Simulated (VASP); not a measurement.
Calculation: PBEsol GGA, VASP's PBE PAW potentials (set 64) (plane waves; VASP).

VASP input:

**KPOINTS**
```
Automatic mesh
0
Gamma
8 8 2
0 0 0
```

INCAR:
```
ALGO = Normal
EDIFF = 1E-6
EDIFFG = -0.02
ENCUT = 500
GGA = PS
IBRION = 2
ISIF = 3
ISMEAR = 0
LASPH = T
LCHARG = F
LMAXMIX = 6
LREAL = F
LWAVE = F
NELM = 100
NSW = 40
PREC = Accurate
SIGMA = 0.05
SYSTEM = WSe2
```

### POSCAR
```
WSe2
1
    1.6374720088    -2.8361843922    -0.0000000000
    1.6374720088     2.8361843922     0.0000000000
    0.0000000000    -0.0000000000    13.1983563755
W Se
2 4
Direct
  0.3333330000   0.6666670000   0.2500000000
  0.6666670000   0.3333330000   0.7500000000
  0.3333330000   0.6666670000   0.8769883325
  0.6666670000   0.3333330000   0.3769883325
  0.6666670000   0.3333330000   0.1230116675
  0.3333330000   0.6666670000   0.6230116675
```

POTCAR, in this order: W_sv Se (PBE.64 set). Program: vasp_std.

Output of the run:

File OUTCAR:
```
 ion  position               nearest neighbor table
   1  0.333  0.667  0.250-   4 2.53   5 2.53   4 2.53   5 2.53   4 2.53   5 2.53
   2  0.667  0.333  0.750-   3 2.53   6 2.53   3 2.53   6 2.53   3 2.53   6 2.53
   3  0.333  0.667  0.877-   2 2.53   2 2.53   2 2.53
   4  0.667  0.333  0.377-   1 2.53   1 2.53   1 2.53
   5  0.667  0.333  0.123-   1 2.53   1 2.53   1 2.53
   6  0.333  0.667  0.623-   2 2.53   2 2.53   2 2.53
  LATTYP: Found a hexagonal cell.
 ALAT       =     3.2749437379
 C/A-ratio  =     4.0301017153
 Subroutine PRICEL returns:
 Original cell was already a primitive cell.
 Subroutine GETGRP returns: Found 24 space group operations
The static configuration has the point symmetry D_3d.
 The point group associated with its full space group is D_6h.
The dynamic configuration has the point symmetry D_3d.
 Subroutine INISYM returns: Found 24 space group operations
 Subroutine IBZKPT returns following result:
 Found     20 irreducible k-points:

 Following reciprocal coordinates:
            Coordinates               Weight
  0.000000  0.000000  0.000000      1.000000
  0.125000  0.000000  0.000000      6.000000
  0.250000  0.000000  0.000000      6.000000
...
```

### OSZICAR
```
       N       E                     dE             d eps       ncg     rms          rms(c)
DAV:   1     0.508474933442E+03    0.50847E+03   -0.27741E+04  1392   0.159E+03
DAV:   2    -0.139330368220E+02   -0.52241E+03   -0.51089E+03  1491   0.424E+02
DAV:   3    -0.476755650988E+02   -0.33743E+02   -0.33508E+02  1529   0.962E+01
DAV:   4    -0.485022749388E+02   -0.82671E+00   -0.82404E+00  1560   0.152E+01
DAV:   5    -0.485183557004E+02   -0.16081E-01   -0.16074E-01  1520   0.214E+00    0.312E+01
DAV:   6    -0.469582367643E+02    0.15601E+01   -0.96517E+00  1413   0.175E+01    0.113E+01
DAV:   7    -0.467155650566E+02    0.24267E+00   -0.42732E+00  1434   0.846E+00    0.555E+00
DAV:   8    -0.465514350571E+02    0.16413E+00   -0.72204E-01  1632   0.467E+00    0.115E+00
DAV:   9    -0.465517571156E+02   -0.32206E-03   -0.50301E-02  1568   0.116E+00    0.742E-01
DAV:  10    -0.465504861370E+02    0.12710E-02   -0.15669E-02  1587   0.826E-01    0.201E-01
DAV:  11    -0.465503579668E+02    0.12817E-03   -0.20545E-03  1536   0.281E-01    0.141E-01
DAV:  12    -0.465503500588E+02    0.79080E-05   -0.69198E-05  1510   0.455E-02    0.872E-02
DAV:  13    -0.465503462916E+02    0.37672E-05   -0.75661E-05  1637   0.504E-02    0.737E-03
DAV:  14    -0.465503467260E+02   -0.43437E-06   -0.23200E-06  1180   0.978E-03
   1 F= -.46550347E+02 E0= -.46550347E+02  d E =-.465503E+02
```

**OUTCAR**
```
------------------------ aborting loop because EDIFF is reached ----------------------------------------
  FORCE on cell =-STRESS in cart. coord.  units (eV):
  Direction    XX          YY          ZZ          XY          YZ          ZX
  --------------------------------------------------------------------------------------
  Total       -0.0644726     -0.0644726      0.0331928      0.0000000      0.0000000     -0.0000000
  in kB       -0.8426117     -0.8426116      0.4338072      0.0000000      0.0000000     -0.0000000
  external PRESSURE =      -0.4171387 kB  Pullay stress =       0.0000000 kB
  volume of cell :      122.59
      direct lattice vectors                 reciprocal lattice vectors
     1.637472009 -2.836184392  0.000000000     0.305348731 -0.176293192  0.000000000
     1.637472009  2.836184392  0.000000000     0.305348731  0.176293192  0.000000000
     0.000000000  0.000000000 13.198356375     0.000000000  0.000000000  0.075767010
 POSITION                                       TOTAL-FORCE (eV/Angst)
 -----------------------------------------------------------------------------------
      1.63747      0.94540      3.29959        -0.000000     -0.000000      0.000000
      1.63747     -0.94540      9.89877        -0.000000      0.000000      0.000000
      1.63747      0.94540     11.57480         0.000000     -0.000000     -0.000230
      1.63747     -0.94540      4.97563         0.000000      0.000000     -0.000230
      1.63747     -0.94540      1.62355         0.000000      0.000000      0.000230
      1.63747      0.94540      8.22273         0.000000     -0.000000      0.000230
 -----------------------------------------------------------------------------------
    total drift:                                0.000000      0.001060     -0.000034
  FREE ENERGIE OF THE ION-ELECTRON SYSTEM (eV)
  ---------------------------------------------------
  free  energy   TOTEN  =       -46.5503467260 eV

  energy  without entropy=      -46.5503467260  energy(sigma->0) =      -46.55034673

 reached required accuracy - stopping structural energy minimisation
```
(Selected blocks of OUTCAR.)

Without a dispersion term in the relaxation, distances and binding between the weakly bound layers, chains or molecules are unreliable, and so is what depends on them.

The compound is WSe2 in the 2H layered structure. It was relaxed first.
